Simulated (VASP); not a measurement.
# BSbP2: structure and properties in VASP, part 2 of 5

Aim: relax BSbP2, then compute properties on the relaxed cell. The cell is invented: it takes the structure of COD entry 9008835, BP (space group 216 there), with some of its atoms replaced by other elements, volume scaled by an estimate. It may not be a known or stable phase. The atoms of the start are displaced at random from the sites of a P-4m2 cell.

VASP 6.6.1; vdW-DF2; plane waves and PAW (Sb, P, B); invented cell.

So far: The starting structure; Rough relaxation of the start cell; Relaxing cell and atoms (vdW-DF2).

## Step 4: Second relaxation

A relaxation keeps the plane waves of the cell it began with, so it is repeated from the new cell, on a basis made for it.

INCAR

```
SYSTEM = BSbP2
PREC = Accurate
ENCUT = 420
EDIFF = 1E-06
NELM = 100
ISMEAR = 0
SIGMA = 0.05
LREAL = .FALSE.
ALGO = Normal
GGA = ML
AGGAC = 0
LUSE_VDW = .TRUE.
ZAB_VDW = -1.8867
LASPH = .TRUE.
NBANDS = 15
LORBIT = 11
LWAVE = .FALSE.
LCHARG = .FALSE.
KPAR = 2
IBRION = 2
NSW = 60
ISIF = 3
EDIFFG = -0.01
```

POSCAR

```
BSbP2
1.0
    3.2196267441     -0.0006164514      0.0035698784
    0.0008541756      3.5162152655      0.5094282974
    0.0194795654      0.6902665691      7.4344720023
Sb P B
1 2 1
Direct
    0.9964897603      0.1533029790      0.0641675655
    0.9951486572      0.5252282172      0.3244358025
    0.4921304532      0.8740883307      0.6343526762
    0.4949951292      0.4515444731      0.4786159557
```

KPOINTS

```
Automatic mesh
0
Gamma
7 7 3
0 0 0
```

Potentials, in the order of the species: Sb, P and B (PBE family, release 64).

The run is started by

```console
$ mpirun -np 2 vasp_std
```

What it wrote:

```text
[... set-up lines as in an earlier step ...]
 entering main loop
       N       E                     dE             d eps       ncg     rms          rms(c)
DAV:   1     0.615594976485E+02    0.61559E+02   -0.59329E+03  2220   0.815E+02
DAV:   2    -0.110412770494E+02   -0.72601E+02   -0.68399E+02  3008   0.152E+02
DAV:   3    -0.152110761223E+02   -0.41698E+01   -0.41366E+01  2955   0.410E+01
DAV:   4    -0.152595980865E+02   -0.48522E-01   -0.48485E-01  2901   0.509E+00
DAV:   5    -0.152607648157E+02   -0.11667E-02   -0.11665E-02  3040   0.750E-01    0.698E+00
DAV:   6    -0.139248988336E+02    0.13359E+01   -0.31236E+00  2619   0.123E+01    0.372E+00
DAV:   7    -0.139523718538E+02   -0.27473E-01   -0.93848E-01  3026   0.532E+00    0.205E+00
DAV:   8    -0.139514438111E+02    0.92804E-03   -0.44310E-02  3054   0.154E+00    0.948E-01
DAV:   9    -0.139561475838E+02   -0.47038E-02   -0.21171E-02  2997   0.104E+00    0.153E-01
DAV:  10    -0.139561816412E+02   -0.34057E-04   -0.13054E-03  3060   0.242E-01    0.709E-02
DAV:  11    -0.139561962434E+02   -0.14602E-04   -0.22217E-04  3159   0.105E-01    0.339E-02
DAV:  12    -0.139562235021E+02   -0.27259E-04   -0.76428E-05  2857   0.778E-02    0.169E-02
DAV:  13    -0.139562249877E+02   -0.14857E-05   -0.10457E-05  2906   0.267E-02    0.991E-03
DAV:  14    -0.139562257691E+02   -0.78131E-06   -0.44154E-06  3067   0.168E-02
   1 F= -.13956226E+02 E0= -.13955273E+02  d E =-.139562E+02
 curvature:   0.00 expect dE= 0.000E+00 dE for cont linesearch  0.000E+00
 trial: gam= 0.00000 g(F)=  0.300E-03 g(S)=  0.111E-03 ort = 0.000E+00 (trialstep = 0.100E+01)
 search vector abs. value=  0.411E-03
 bond charge predicted
       N       E                     dE             d eps       ncg     rms          rms(c)
DAV:   1    -0.139564084764E+02   -0.18349E-03   -0.16110E-02  2472   0.802E-01    0.749E-02
DAV:   2    -0.139563925517E+02    0.15925E-04   -0.61709E-04  3074   0.165E-01    0.291E-02
DAV:   3    -0.139563685834E+02    0.23968E-04   -0.42393E-05  2892   0.452E-02    0.135E-02
DAV:   4    -0.139563664887E+02    0.20947E-05   -0.19590E-05  3158   0.269E-02    0.389E-03
DAV:   5    -0.139563666950E+02   -0.20632E-06   -0.15953E-06  2315   0.855E-03
   2 F= -.13956367E+02 E0= -.13955414E+02  d E =-.140926E-03
[... from here on, the cycles between the ionic steps are left out ...]
   3 F= -.13956381E+02 E0= -.13955428E+02  d E =-.155043E-03
   4 F= -.13956435E+02 E0= -.13955484E+02  d E =-.546797E-04
   5 F= -.13956467E+02 E0= -.13955518E+02  d E =-.865641E-04
   6 F= -.13956510E+02 E0= -.13955563E+02  d E =-.421824E-04
   7 F= -.13956530E+02 E0= -.13955587E+02  d E =-.625653E-04
   8 F= -.13956568E+02 E0= -.13955629E+02  d E =-.383840E-04
   9 F= -.13956590E+02 E0= -.13955657E+02  d E =-.597498E-04
 curvature:  -4.32 expect dE=-0.192E-03 dE for cont linesearch -0.650E-06
 trial: gam= 1.22829 g(F)=  0.372E-04 g(S)=  0.720E-05 ort =-0.361E-05 (trialstep = 0.925E+00)
 search vector abs. value=  0.167E-03
 bond charge predicted
       N       E                     dE             d eps       ncg     rms          rms(c)
DAV:   1    -0.139566110098E+02   -0.21246E-04   -0.28543E-03  2255   0.295E-01    0.245E-02
DAV:   2    -0.139566148190E+02   -0.38092E-05   -0.13775E-04  3193   0.752E-02    0.118E-02
DAV:   3    -0.139566116318E+02    0.31872E-05   -0.60805E-06  2822   0.172E-02    0.582E-03
DAV:   4    -0.139566112672E+02    0.36460E-06   -0.26292E-06  2886   0.106E-02
  10 F= -.13956611E+02 E0= -.13955683E+02  d E =-.215758E-04
 trial-energy change:   -0.000022  1 .order   -0.000022   -0.000037   -0.000007
 step:   1.1294(harm=  1.1294)  dis= 0.00142  next Energy=   -13.956612 (dE=-0.226E-04)
 reached required accuracy - stopping structural energy minimisation
```

Elapsed: 2.5 min, on 2 MPI ranks of Intel Xeon 6975P-C (Granite Rapids), shared host; peak memory 0.82 GiB.

OUTCAR, selected parts (step 4):

```text
  LATTYP: Found a triclinic cell.
 ALAT       =     7.4664731529
 B/A-ratio  =     0.4758507220
 C/A-ratio  =     0.4312114591
 COS(alpha) =     0.0002099070
 COS(beta)  =     0.0036952690
 COS(gamma) =     0.2342623795

The static configuration has the point symmetry C_1 .

 Found     74 irreducible k-points:

   dimension x,y,z NGX =    24 NGY =   24 NGZ =   50
   dimension x,y,z NGXF=    48 NGYF=   48 NGZF=  100

   ENCUT  =  420.0 eV  30.87 Ry    5.56 a.u.   5.38  5.94 12.48*2*pi/ulx,y,z

   NELECT =      18.0000    total number of electrons

 E-fermi :   5.1024

 k-point     1 :       0.0000    0.0000    0.0000
  band No.  band energies     occupation
    ...
      4       1.9507      2.00000
      5       1.9962      2.00000
      6       2.7290      2.00000
      7       3.5161      2.00000
      8       4.4319      2.00000
      9       7.2551      0.00000
     10       7.4991      0.00000
     11       7.9775      0.00000
     12       8.6315      0.00000
     13       8.8620      0.00000
    ...

 k-point     2 :       0.1429   -0.0000    0.0000
  band No.  band energies     occupation
    ...
      4       1.3297      2.00000
      5       2.0910      2.00000
      6       2.1818      2.00000
      7       3.7412      2.00000
      8       4.5219      2.00000
      9       6.0797      0.00000
     10       6.9319      0.00000
     11       7.7293      0.00000
     12       8.5450      0.00000
     13       8.7808      0.00000
    ...

Total vdW correction in eV:      2.7222173

  Total        0.0046535     -0.0078028      0.0042339     -0.0014430      0.0041680      0.0128747
  in kB        0.0895788     -0.1502016      0.0815002     -0.0277772      0.0802335      0.2478335
  external PRESSURE =       0.0069591 kB  Pullay stress =       0.0000000 kB

  energy-cutoff  :      420.00
  volume of cell :       83.23
      direct lattice vectors                 reciprocal lattice vectors
     3.217369982 -0.000813554  0.002358732     0.310813398  0.000062783 -0.000697160
     0.000441110  3.514773182  0.513181710     0.000092601  0.288430396 -0.026827654
     0.016596181  0.694012080  7.461543737    -0.000104623 -0.019837363  0.135865867

 POSITION                                       TOTAL-FORCE (eV/Angst)
 -----------------------------------------------------------------------------------
      3.21050      0.59008      0.56779        -0.005879      0.003418     -0.002637
      3.20593      2.07419      2.69450         0.005601     -0.000375     -0.002171
      1.59685      3.50674      5.17637        -0.001737     -0.002983     -0.000417
      1.59631      1.91286      3.80090         0.002015     -0.000061      0.005224
 -----------------------------------------------------------------------------------
    total drift:                                0.000049      0.000292     -0.000956

  FREE ENERGIE OF THE ION-ELECTRON SYSTEM (eV)
  ---------------------------------------------------
  free  energy   TOTEN  =       -13.9566112672 eV

  energy  without entropy=      -13.9547549436  energy(sigma->0) =      -13.95568311

Total vdW correction in eV:      2.7222164

 reached required accuracy - stopping structural energy minimisation

 total charge
# of ion       s       p       d       tot
------------------------------------------
    1        1.271   1.139   0.038   2.448
    2        1.040   1.496   0.000   2.536
    3        1.092   1.328   0.000   2.420
    4        0.661   1.151   0.000   1.813
--------------------------------------------------
tot          4.064   5.114   0.038   9.216

[... 2 parts as in an earlier step ...]

[... 7 further parts left out ...]
```

CONTCAR:

```
BSbP2
   1.00000000000000
     3.2173699818349353   -0.0008135543721033    0.0023587323030920
     0.0004411096950744    3.5147731818523367    0.5131817100636600
     0.0165961805593303    0.6940120799634995    7.4615437370830877
  Sb              P               B
     1     2     1
Direct
     0.9975070322173190    0.1552607655688887    0.0651020742247373
     0.9946976868902767    0.5262701779312640    0.3246090033507996
     0.4929352391296389    0.8727276131703329    0.6335608377025849
     0.4936240416627620    0.4499054433295174    0.4783000846218797
```

The k-mesh is coarse for a metal. The PAW data sets were made with PBE, which is usual practice but a small mismatch for other functionals.

The steps of the relaxation:

| step | energy less that of the first step (eV) | largest force (eV/Å) | pressure (GPa) | volume (Å³) |
| --- | --- | --- | --- | --- |
| 1 | 0.0000 | 0.0626 | 0.00 | 83.03 |
| 2 | -0.0001 | 0.0371 | 0.00 | 83.04 |
| 3 | -0.0002 | 0.0197 | 0.00 | 83.04 |
| 4 | -0.0002 | 0.0137 | 0.01 | 83.04 |
| 5 | -0.0002 | 0.0142 | 0.03 | 83.03 |
| 6 | -0.0003 | 0.0118 | 0.01 | 83.08 |
| 7 | -0.0003 | 0.0134 | 0.00 | 83.13 |
| 8 | -0.0003 | 0.0109 | 0.00 | 83.16 |
| 9 | -0.0004 | 0.0208 | -0.01 | 83.22 |
| 10 | -0.0004 | 0.0073 | 0.00 | 83.23 |

| cell as run | before | after | change |
| --- | --- | --- | --- |
| a (Å) | 3.220 | 3.217 | -0.1 % |
| b (Å) | 3.553 | 3.552 | -0.0 % |
| c (Å) | 7.466 | 7.494 | +0.4 % |
| α (°) | 76.45 | 76.38 | -0.1 % |
| β (°) | 89.79 | 89.83 | +0.0 % |
| γ (°) | 89.99 | 90.00 | +0.0 % |
| volume (Å³/atom) | 20.76 | 20.81 | +0.2 % |

The atoms that moved most (Å, as changes of fractional coordinates times the final cell):

| atom | dx | dy | dz | length |
| --- | --- | --- | --- | --- |
| Sb1 | 0.003 | 0.008 | 0.008 | 0.011 |
| P3 | 0.003 | -0.005 | -0.007 | 0.009 |
| B4 | -0.004 | -0.006 | -0.003 | 0.008 |

Final coordinates:

```cif
data_structure
_symmetry_space_group_name_H-M 'P 1'
_symmetry_Int_Tables_number 1
_cell_length_a 3.2174
_cell_length_b 3.5520
_cell_length_c 7.4938
_cell_angle_alpha 76.379
_cell_angle_beta 89.833
_cell_angle_gamma 90.001
_cell_volume 83.23
loop_
_atom_site_label
_atom_site_type_symbol
_atom_site_fract_x
_atom_site_fract_y
_atom_site_fract_z
_atom_site_occupancy
Sb1 Sb 0.99751 0.15526 0.06510 1
P2 P 0.99470 0.52627 0.32461 1
P3 P 0.49294 0.87273 0.63356 1
B4 B 0.49362 0.44991 0.47830 1
```

Numbers from this step:

| Quantity | Value |
| --- | --- |
| electrons | 18 |
| bands | 15 |
| irreducible k-points | 74 |
| symmetry operations | 1 |
| free energy (TOTEN) | -13.96 eV |
| energy at zero smearing | -13.96 eV |
| Fermi energy | 5.102 eV |
| pressure | 6.96e-4 GPa |
| metallic | yes |
| SCF cycles over all ionic steps | 53 |

It ends with a largest force of 0.007 eV/Å and a pressure of 0.00 GPa.

## Step 5: Density, ELF and potential (vdW-DF2)

A single point on the relaxed cell gives a clean self-consistent state, with density, ELF and potential written out.

Edit INCAR of step 4 so:

```diff
@@ -17,7 +17,5 @@
 LWAVE = .FALSE.
-LCHARG = .FALSE.
-KPAR = 2
-IBRION = 2
-NSW = 60
-ISIF = 3
-EDIFFG = -0.01
+LCHARG = .TRUE.
+ISIF = 2
+LELF = .TRUE.
+LVHAR = .TRUE.
```

POSCAR

```
BSbP2
1.0
    3.2173699818     -0.0008135544      0.0023587323
    0.0004411097      3.5147731819      0.5131817101
    0.0165961806      0.6940120800      7.4615437371
Sb P B
1 2 1
Direct
    0.9975070322      0.1552607656      0.0651020742
    0.9946976869      0.5262701779      0.3246090034
    0.4929352391      0.8727276132      0.6335608377
    0.4936240417      0.4499054433      0.4783000846
```

KPOINTS is that of step 4.

The run is started by

```console
$ mpirun -np 2 vasp_std
```

What it wrote:

```text
[banner, memory and clock lines left out]
running    2 mpi-ranks, on    1 nodes
 distrk:  each k-point on    2 cores,    1 groups
 distr:  one band on    1 cores,    2 groups

 POSCAR found type information on POSCAR SbP B
 POSCAR found :  3 types and       4 ions
 [... a notice as in an earlier step ...]

 [... a notice as in an earlier step ...]

 LDA part: xc-table for (Slater+PW92), standard interpolation
|                                                                             |
|           W    W    AA    RRRRR   N    N  II  N    N   GGGG   !!!           |
|           W    W   A  A   R    R  NN   N  II  NN   N  G    G  !!!           |
|           W    W  A    A  R    R  N N  N  II  N N  N  G       !!!           |
|           W WW W  AAAAAA  RRRRR   N  N N  II  N  N N  G  GGG   !            |
|           WW  WW  A    A  R   R   N   NN  II  N   NN  G    G                |
|           W    W  A    A  R    R  N    N  II  N    N   GGGG   !!!           |
|                                                                             |
|     The number of bands has been changed from the values supplied in        |
|     The orbitals not found in the WAVECAR file will be initialized with     |
|     random numbers, which is usually adequate. For correlated               |
|     calculations, however, you should redo the groundstate calculation.     |
|     I found NBANDS = 15. Now, NBANDS = 16.                                  |
|                                                                             |

 POSCAR, INCAR and KPOINTS ok, starting setup
 FFT: planning ... GRIDC
 FFT: planning ... GRID_SOFT
 FFT: planning ... GRID
 WAVECAR not read
 entering main loop
       N       E                     dE             d eps       ncg     rms          rms(c)
DAV:   1     0.607061578626E+02    0.60706E+02   -0.59230E+03  2368   0.764E+02
DAV:   2    -0.112567475313E+02   -0.71963E+02   -0.67511E+02  3304   0.146E+02
DAV:   3    -0.152257608078E+02   -0.39690E+01   -0.39428E+01  3144   0.382E+01
DAV:   4    -0.152672406852E+02   -0.41480E-01   -0.41461E-01  3040   0.457E+00
DAV:   5    -0.152681408970E+02   -0.90021E-03   -0.90017E-03  3216   0.643E-01    0.699E+00
DAV:   6    -0.139254296258E+02    0.13427E+01   -0.27197E+00  2960   0.116E+01    0.371E+00
DAV:   7    -0.139529114593E+02   -0.27482E-01   -0.95771E-01  3136   0.507E+00    0.205E+00
DAV:   8    -0.139517709421E+02    0.11405E-02   -0.43655E-02  3240   0.146E+00    0.939E-01
DAV:   9    -0.139565371910E+02   -0.47662E-02   -0.20560E-02  3296   0.966E-01    0.158E-01
DAV:  10    -0.139565859725E+02   -0.48781E-04   -0.12308E-03  2904   0.224E-01    0.747E-02
DAV:  11    -0.139566071122E+02   -0.21140E-04   -0.24452E-04  3272   0.102E-01    0.340E-02
DAV:  12    -0.139566357964E+02   -0.28684E-04   -0.67620E-05  2816   0.713E-02    0.163E-02
DAV:  13    -0.139566365215E+02   -0.72516E-06   -0.88165E-06  3088   0.216E-02
   1 F= -.13956637E+02 E0= -.13955708E+02  d E =-.185645E-02
```

Wall time 21 s (2 MPI ranks); peak memory 0.61 GiB.

From OUTCAR (step 5):

```text
   k-points           NKPTS =     74   k-points in BZ     NKDIM =     74   number of bands    NBANDS=     16

   ENCUT  =  420.0 eV  30.87 Ry    5.56 a.u.   5.38  5.94 12.52*2*pi/ulx,y,z

   NELECT =      18.0000    total number of electrons

 E-fermi :   5.1022

 k-point     1 :       0.0000    0.0000    0.0000
  band No.  band energies     occupation
    ...
      4       1.9504      2.00000
      5       1.9960      2.00000
      6       2.7290      2.00000
      7       3.5158      2.00000
      8       4.4317      2.00000
      9       7.2549      0.00000
     10       7.4987      0.00000
     11       7.9772      0.00000
     12       8.6312      0.00000
     13       8.8616      0.00000
    ...

Total vdW correction in eV:      2.7222836

  Total        0.0105780     -0.0028667      0.0094313     -0.0013932      0.0038790      0.0123855
  in kB        0.2036220     -0.0551820      0.1815496     -0.0268176      0.0746697      0.2384162
  external PRESSURE =       0.1099965 kB  Pullay stress =       0.0000000 kB

 POSITION                                       TOTAL-FORCE (eV/Angst)
 -----------------------------------------------------------------------------------
      3.21050      0.59008      0.56779        -0.005814      0.003326     -0.002817
      3.20593      2.07419      2.69450         0.005722     -0.000322     -0.001804
      1.59685      3.50674      5.17637        -0.001690     -0.002857     -0.000753
      1.59631      1.91286      3.80090         0.001783     -0.000147      0.005373
 -----------------------------------------------------------------------------------
    total drift:                               -0.000158      0.000284     -0.001422

  FREE ENERGIE OF THE ION-ELECTRON SYSTEM (eV)
  ---------------------------------------------------
  free  energy   TOTEN  =       -13.9566365215 eV

  energy  without entropy=      -13.9547800716  energy(sigma->0) =      -13.95570830

Total vdW correction in eV:      2.7222205

[... 3 parts as in an earlier step ...]

[... 12 further parts left out ...]
```

This step gave:

```
SCF cycles : 13
bands      : 16
pressure   : 0.01100 GPa
```

Valence electrons inside each PAW sphere by angular momentum. Sphere charges, by row:

| atom | s (e) | p (e) | d (e) | tot (e) |
| --- | --- | --- | --- | --- |
| Sb1 | 1.271 | 1.139 | 0.038 | 2.448 |
| P2 | 1.04 | 1.496 | 0 | 2.536 |
| P3 | 1.092 | 1.328 | 0 | 2.42 |
| B4 | 0.661 | 1.151 | 0 | 1.813 |

Electrostatic potential energy in the bc plane at fractional x = 0.493, with atoms of P and B within 0.2 Å of it. With pseudopotentials it is smooth inside the atoms' cores, unlike the true potential.

Ten even steps from '0' (-64 eV) to '9' (4 eV), each cell a mean:
```
99999999999999
99999999999999
99999999999999
99999999999999
99999999999999
99999999998788
78999999975224
27899999861000
05899999861000
05888888874000
47886556787532
88885686588887
99986698579999
99997555579999
99999877789999
99999999999999
99999999999999
99999999999999
99999999999999
99999999999999
99999999999999
99999999999999
99999999999999
99999999999999
```
Columns run along b (3.6 Å; values clipped at the 3rd and 97th percentile), rows up along c (7.5 Å). Atoms in or near the plane, at fractional coordinates: P at (0.87, 0.63), B at (0.45, 0.48).

Valence density in the bc plane at fractional x = 0.493, with atoms of P and B within 0.2 Å of it. It is the smooth field of the valence electrons, not physical close to the nuclei.

Values in e/Å³, 24 rows by 14 columns, each cell a mean:
```
 0.08  0.10  0.12  0.12  0.11  0.09  0.07  0.05  0.03  0.03  0.02  0.03  0.04  0.06
 0.05  0.06  0.07  0.08  0.07  0.06  0.05  0.04  0.03  0.03  0.03  0.03  0.03  0.04
 0.04  0.04  0.04  0.04  0.04  0.04  0.04  0.04  0.04  0.05  0.05  0.05  0.05  0.04
 0.06  0.04  0.03  0.03  0.03  0.03  0.04  0.05  0.07  0.09  0.11  0.11  0.10  0.08
 0.11  0.07  0.04  0.03  0.02  0.03  0.04  0.08  0.12  0.18  0.23  0.25  0.23  0.18
 0.27  0.16  0.09  0.05  0.03  0.04  0.06  0.12  0.21  0.34  0.49  0.58  0.55  0.44
 0.50  0.31  0.17  0.09  0.06  0.06  0.08  0.16  0.30  0.49  0.68  0.75  0.74  0.68
 0.64  0.52  0.32  0.18  0.12  0.10  0.13  0.22  0.38  0.59  0.62  0.38  0.27  0.44
 0.61  0.69  0.51  0.32  0.23  0.20  0.21  0.30  0.46  0.66  0.66  0.22 -0.12  0.09
 0.72  0.82  0.68  0.52  0.42  0.38  0.39  0.45  0.55  0.71  0.82  0.60  0.28  0.32
 0.72  0.75  0.70  0.66  0.65  0.61  0.59  0.64  0.67  0.69  0.74  0.73  0.64  0.61
 0.49  0.51  0.55  0.64  0.72  0.64  0.53  0.65  0.72  0.64  0.55  0.51  0.49  0.47
 0.22  0.25  0.31  0.44  0.59  0.60  0.46  0.53  0.63  0.54  0.38  0.28  0.24  0.22
 0.11  0.13  0.17  0.26  0.42  0.56  0.62  0.63  0.58  0.44  0.28  0.18  0.13  0.11
 0.05  0.06  0.09  0.14  0.24  0.37  0.50  0.54  0.46  0.33  0.20  0.12  0.08  0.06
 0.03  0.04  0.05  0.08  0.14  0.21  0.29  0.33  0.30  0.23  0.15  0.09  0.06  0.04
 0.03  0.03  0.04  0.06  0.08  0.12  0.16  0.19  0.18  0.15  0.11  0.08  0.05  0.04
 0.04  0.04  0.05  0.05  0.06  0.07  0.09  0.10  0.10  0.10  0.08  0.06  0.05  0.05
 0.07  0.07  0.07  0.06  0.06  0.06  0.06  0.06  0.07  0.06  0.06  0.06  0.06  0.06
 0.10  0.11  0.11  0.10  0.08  0.07  0.06  0.05  0.04  0.04  0.05  0.06  0.07  0.09
 0.14  0.16  0.16  0.14  0.12  0.09  0.06  0.04  0.04  0.04  0.04  0.06  0.08  0.11
 0.16  0.19  0.20  0.19  0.15  0.11  0.08  0.05  0.03  0.03  0.04  0.06  0.08  0.12
 0.16  0.19  0.21  0.20  0.17  0.12  0.09  0.05  0.04  0.03  0.03  0.05  0.07  0.11
 0.12  0.16  0.18  0.18  0.15  0.12  0.08  0.05  0.04  0.03  0.03  0.04  0.06  0.08
```
Columns run along b (3.6 Å), rows up along c (7.5 Å). Atoms in or near the plane, at fractional coordinates: P at (0.87, 0.63), B at (0.45, 0.48).

ELF in the bc plane at fractional x = 0.493, with atoms of P and B within 0.2 Å of it. It is the smooth field of the valence electrons, not physical close to the nuclei.

Ten even steps from '0' (0.02) to '9' (0.95), each cell a mean:
```
23333210000001
01222110000000
00000000012210
10000001356764
63000003689998
86300015799999
87520015789999
77642125787767
78865446887433
79987668999644
89998547999876
78986203789876
56665100366654
22344322344322
00123455543100
00001344432100
00000122221000
00000001100000
11100000000000
23321000000011
45543210000013
56654310000123
55665421000023
45554321000012
```
Columns run along b (3.6 Å), rows up along c (7.5 Å). Atoms in or near the plane, at fractional coordinates: P at (0.87, 0.63), B at (0.45, 0.48).

In this run the pressure is 0.01 GPa, small enough to go on.

(Continued in part 3 of 5.)

[Lines on the potential files, build, host, timing and source positions are cut from VASP's logs without a mark.]

[Logs are printed without paths, hosts, clocks, repeated set-up lines and the standing remarks that a program may print on its own settings, such as how far it seeks lower states.]

[Hosts, paths, dates, database ids (printed as entryN), source tags and the programs' standing remarks are cut or masked in the printed files.]

[A measured line is paired with the nearest computed mode of its activity, which favours agreement.]
